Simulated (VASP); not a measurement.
Method: LDA (Ceperley-Alder, Perdew-Zunger), VASP's LDA PAW potentials (set 64) (plane waves; VASP).

The input files of a VASP run:

INCAR:
```
SYSTEM  =  MnO
PREC  =  Accurate; ENCUT  =  200; LREAL  =  F
LASPH  =  T
EDIFF  =  1E-6; NELM  =  100; ALGO  =  Normal
LMAXMIX  =  4
ISMEAR  =  0; SIGMA  =  0.02
MAGMOM  =  5.0 -5.0 2*0.0
ISPIN  =  2
IBRION  =  2; NSW  =  50; ISIF  =  3
EDIFFG  =  -0.01
LWAVE  =  F; LCHARG  =  F; LORBIT  =  11
```

### POSCAR
```
MnO
1.0
  4.5456720000   2.2728360000   2.2728360000
  2.2728360000   4.5456720000   2.2728360000
  2.2728360000   2.2728360000   4.5456720000
Mn O
2 2
Direct
  0.0000000000   0.0000000000   0.0000000000
  0.5000000000   0.5000000000   0.5000000000
  0.2500000000   0.2500000000   0.2500000000
  0.7500000000   0.7500000000   0.7500000000
```

KPOINTS:
```
Automatic mesh
0
Gamma
2 2 2
0 0 0
```

POTCAR, in this order: Mn_pv O (LDA.64 set). Program: vasp_std.

The run wrote:

### OSZICAR
```
       N       E                     dE             d eps       ncg     rms          rms(c)
DAV:   1     0.227708013504E+03    0.22771E+03   -0.14318E+04   440   0.103E+03
DAV:   2    -0.204851892102E+02   -0.24819E+03   -0.24367E+03   403   0.353E+02
DAV:   3    -0.373962845932E+02   -0.16911E+02   -0.16385E+02   453   0.882E+01
DAV:   4    -0.376757701960E+02   -0.27949E+00   -0.27874E+00   417   0.108E+01
DAV:   5    -0.376804229858E+02   -0.46528E-02   -0.46523E-02   454   0.129E+00    0.200E+01
DAV:   6    -0.341782107187E+02    0.35022E+01   -0.18340E+01   442   0.378E+01    0.135E+01
DAV:   7    -0.340507221585E+02    0.12749E+00   -0.13307E+00   428   0.943E+00    0.834E+00
DAV:   8    -0.339428020760E+02    0.10792E+00   -0.38808E-01   445   0.461E+00    0.289E+00
DAV:   9    -0.339139066788E+02    0.28895E-01   -0.12998E-01   479   0.307E+00    0.553E-01
DAV:  10    -0.339197208292E+02   -0.58142E-02   -0.22502E-02   396   0.959E-01    0.201E-01
DAV:  11    -0.339202720110E+02   -0.55118E-03   -0.96053E-04   485   0.269E-01    0.642E-02
DAV:  12    -0.339202804961E+02   -0.84851E-05   -0.45851E-04   476   0.121E-01    0.285E-02
DAV:  13    -0.339202776089E+02    0.28872E-05   -0.73399E-05   444   0.621E-02    0.137E-02
DAV:  14    -0.339202779145E+02   -0.30567E-06   -0.61805E-06   459   0.208E-02
   1 F= -.33920278E+02 E0= -.33920278E+02  d E =-.339203E+02  mag=    -0.0000
```

OUTCAR:
```
------------------------ aborting loop because EDIFF is reached ----------------------------------------
  FORCE on cell =-STRESS in cart. coord.  units (eV):
  Direction    XX          YY          ZZ          XY          YZ          ZX
  --------------------------------------------------------------------------------------
  Total      -76.0582814    -76.0582814    -76.0582814     -1.7151699     -1.7151699     -1.7151699
  in kB    -2594.7337459  -2594.7337459  -2594.7337459    -58.5131460    -58.5131460    -58.5131460
  external PRESSURE =   -2594.7337459 kB  Pullay stress =       0.0000000 kB
  volume of cell :       46.96
      direct lattice vectors                 reciprocal lattice vectors
     4.545672000  2.272836000  2.272836000     0.329984214 -0.109994738 -0.109994738
     2.272836000  4.545672000  2.272836000    -0.109994738  0.329984214 -0.109994738
     2.272836000  2.272836000  4.545672000    -0.109994738 -0.109994738  0.329984214
 POSITION                                       TOTAL-FORCE (eV/Angst)
 -----------------------------------------------------------------------------------
      0.00000      0.00000      0.00000         0.000000     -0.000000      0.000000
      4.54567      4.54567      4.54567        -0.000000     -0.000000     -0.000000
      2.27284      2.27284      2.27284         0.000000     -0.000000     -0.000000
      6.81851      6.81851      6.81851        -0.000000      0.000000      0.000000
 -----------------------------------------------------------------------------------
    total drift:                                0.000000      0.000000      0.000000
  FREE ENERGIE OF THE ION-ELECTRON SYSTEM (eV)
  ---------------------------------------------------
  free  energy   TOTEN  =       -33.9202779145 eV

  energy  without entropy=      -33.9202779145  energy(sigma->0) =      -33.92027791

 total charge

# of ion       s       p       d       tot
------------------------------------------
    1        0.171   6.241   5.091  11.504
    2        0.171   6.241   5.091  11.504
    3        1.851   3.487   0.000   5.339
    4        1.851   3.487   0.000   5.339
--------------------------------------------------
tot          4.045  19.458  10.182  33.685

 magnetization (x)

# of ion       s       p       d       tot
------------------------------------------
    1        0.022   0.009   4.302   4.334
    2       -0.022  -0.009  -4.302  -4.334
    3        0.000   0.000   0.000   0.000
    4        0.000   0.000   0.000   0.000
--------------------------------------------------
tot         -0.000   0.000   0.000   0.000
```
(Selected blocks of OUTCAR.)

stdout:
```
...
DAV:   3    -0.373962845932E+02   -0.16911E+02   -0.16385E+02   453   0.882E+01
DAV:   4    -0.376757701960E+02   -0.27949E+00   -0.27874E+00   417   0.108E+01
DAV:   5    -0.376804229858E+02   -0.46528E-02   -0.46523E-02   454   0.129E+00    0.200E+01
DAV:   6    -0.341782107187E+02    0.35022E+01   -0.18340E+01   442   0.378E+01    0.135E+01
DAV:   7    -0.340507221585E+02    0.12749E+00   -0.13307E+00   428   0.943E+00    0.834E+00
DAV:   8    -0.339428020760E+02    0.10792E+00   -0.38808E-01   445   0.461E+00    0.289E+00
DAV:   9    -0.339139066788E+02    0.28895E-01   -0.12998E-01   479   0.307E+00    0.553E-01
DAV:  10    -0.339197208292E+02   -0.58142E-02   -0.22502E-02   396   0.959E-01    0.201E-01
DAV:  11    -0.339202720110E+02   -0.55118E-03   -0.96053E-04   485   0.269E-01    0.642E-02
DAV:  12    -0.339202804961E+02   -0.84851E-05   -0.45851E-04   476   0.121E-01    0.285E-02
DAV:  13    -0.339202776089E+02    0.28872E-05   -0.73399E-05   444   0.621E-02    0.137E-02
DAV:  14    -0.339202779145E+02   -0.30567E-06   -0.61805E-06   459   0.208E-02
   1 F= -.33920278E+02 E0= -.33920278E+02  d E =-.339203E+02  mag=    -0.0000
 curvature:   0.00 expect dE= 0.000E+00 dE for cont linesearch  0.000E+00
 trial: gam= 0.00000 g(F)=  0.118E-57 g(S)=  0.210E+03 ort = 0.000E+00 (trialstep = 0.100E+01)
 search vector abs. value=  0.210E+03
 bond charge predicted

 -----------------------------------------------------------------------------
|                                                                             |
|     EEEEEEE  RRRRRR   RRRRRR   OOOOOOO  RRRRRR      ###     ###     ###     |
|     E        R     R  R     R  O     O  R     R     ###     ###     ###     |
|     E        R     R  R     R  O     O  R     R     ###     ###     ###     |
|     EEEEE    RRRRRR   RRRRRR   O     O  RRRRRR       #       #       #      |
|     E        R   R    R   R    O     O  R   R                               |
|     E        R    R   R    R   O     O  R    R      ###     ###     ###     |
|     EEEEEEE  R     R  R     R  OOOOOOO  R     R     ###     ###     ###     |
|                                                                             |
|     Orbital orthonormalization failed in the inversion of matrix            |
|     LAPACK: Routine ZPOTRF failed! kpoint: 1 spin: 1                        |
|                                                                             |
|     Possible solutions for this issue are:                                  |
|     - Please check whether the atoms are too close to each other.           |
|     - Decreasing POTIM might help during relaxations or MDs.                |
|     - Deleting CHGCAR or WAVECAR if incompatible with the structure.        |
|     - Try calculating without symmetrizing (ISYM = 0 or ISYM = -1).         |
|                                                                             |
|       ---->  I REFUSE TO CONTINUE WITH THIS SICK JOB ... BYE!!! <----       |
|                                                                             |
 -----------------------------------------------------------------------------
```

VASP stops with an error: Orbital orthonormalization failed in the inversion of matrix LAPACK: Routine ZPOTRF failed! kpoint: 1 spin: 1 Possible solutions for this issue are: - Please check whether the atoms are too close to each other. - Decreasing POTIM might help during relaxations or MDs. - Deleting CHGCAR or WAVECAR if incompatible with the structure. - Try calculating without symmetrizing (ISYM = 0 or ISYM = -1). ----> I REFUSE TO CONTINUE WITH THIS SICK JOB ... BYE!!! <----

The run did not end as a converged relaxation. At this cut-off the stress carries a Pulay error, which pulls relaxed volumes low.

The structure is a typed MnO crystal. The cell was not relaxed at this level. The k-mesh is coarse (spacing up to 1.15 per Å, 2π included), so the numbers may not be converged in it. The run is one of a series of settings (EDIFFG = -0.01, ENCUT = 200, GGA removed, IBRION = 2, ISIF = 3, NSW = 50, KPOINTS 2×2×2 Γ-centred mesh, POTCAR Mn_pv O (LDA.64 set) against the base run), some of them coarse on purpose.
